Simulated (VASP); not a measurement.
An input for Quantum ESPRESSO's pw.x (written as the equivalent of a VASP run, and not itself run):

```
&CONTROL
  calculation = 'vc-relax'
  pseudo_dir = './pseudo'
  outdir = './out'
  tprnfor = .true.
  tstress = .true.
  nstep = 40
  forc_conv_thr = 0.00078
/
&SYSTEM
  ibrav = 0
  nat = 4
  ntyp = 2
  ecutwfc = 88
  occupations = 'smearing'
  smearing = 'gaussian'
  degauss = 0.003675
  input_dft = 'pbesol'
/
&ELECTRONS
  conv_thr = 7.3e-08
  electron_maxstep = 100
/
&IONS
/
&CELL
  press = 100
/
ATOMIC_SPECIES
  Be 9.012 Be.upf
  S 32.060 S.upf
CELL_PARAMETERS angstrom
     3.3611526    0.0000000    0.0000000
    -1.6805763    2.9108433    0.0000000
     0.0000000    0.0000000    5.5412807
ATOMIC_POSITIONS crystal
  Be   0.3333330  0.6666670  0.0005715
  Be   0.6666670  0.3333330  0.5005715
  S    0.3333330  0.6666670  0.3744285
  S    0.6666670  0.3333330  0.8744285
K_POINTS automatic
  8 8 4 0 0 0
```

Problem. Write the VASP files for the same calculation (PBEsol).

Solution. Several could match; the one computed here: 
**INCAR**
```
SYSTEM = BeS
PREC = Accurate
ENCUT = 500
EDIFF = 1E-6
NELM = 100
ALGO = Normal
LREAL = .FALSE.
LASPH = .TRUE.
ISMEAR = 0
SIGMA = 0.05
GGA = PS
LWAVE = .FALSE.
LCHARG = .FALSE.
IBRION = 2
ISIF = 3
NSW = 40
EDIFFG = -0.02
PSTRESS = 100
```

### POSCAR
```
BeS
1
    3.3611525673     0.0000000000     0.0000000000
   -1.6805762836     2.9108433220     0.0000000000
    0.0000000000     0.0000000000     5.5412806675
Be S
2 2
Direct
  0.3333330000   0.6666670000   0.0005715438
  0.6666670000   0.3333330000   0.5005715438
  0.3333330000   0.6666670000   0.3744284562
  0.6666670000   0.3333330000   0.8744284562
```

**KPOINTS**
```
Automatic mesh
0
Gamma
8 8 4
0 0 0
```

POTCAR, in this order: Be S (PBE.64 set). Program: vasp_std.

What does not carry over: the potentials are each code's own (VASP's PAW set, PseudoDojo norm-conserving files in pw.x), so ENCUT and ecutwfc are chosen apart and not converted; conv_thr bounds pw.x's estimated SCF error, while EDIFF bounds the energy change between steps; forc_conv_thr acts on force components and is met together with etot_conv_thr.

The structure was generated: BeS was put into the wurtzite type (P6_3mc), which need not be its known phase. This run relaxes it under an external pressure of 10 GPa. Symmetry was kept, so distortions that lower it aren't found.
